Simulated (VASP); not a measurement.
Given:

```xyz
2
Lattice="0.0000 2.7810 2.7810 2.7810 0.0000 2.7810 2.7810 2.7810 0.0000" Properties=species:S:1:pos:R:3 pbc="T T T"
Zn     2.7810     5.5621     2.7810
Se     1.3905     1.3905     1.3905
```

The numbers are results of HSEsol screened hybrid, VASP's PBE PAW potentials (set 64) (plane waves; VASP 6.6.1), not measurements. Settings: 520 eV cut-off, 6×6×6 Γ-centred mesh, Gaussian smearing of 0.050 eV, potentials Zn Se.

Q: Give the stress tensor in GPa (positive for a compressed cell).

A: 
```
2.83  0.00  0.00
0.00  2.83  0.00
0.00  0.00  2.83
```
The pressure is its mean diagonal, 2.83 GPa.

The compound is ZnSe in the zinc blende structure. This cell is one point of a volume scan, at 0.91 of the reference volume. The cell's shape comes from a PBE relaxation.
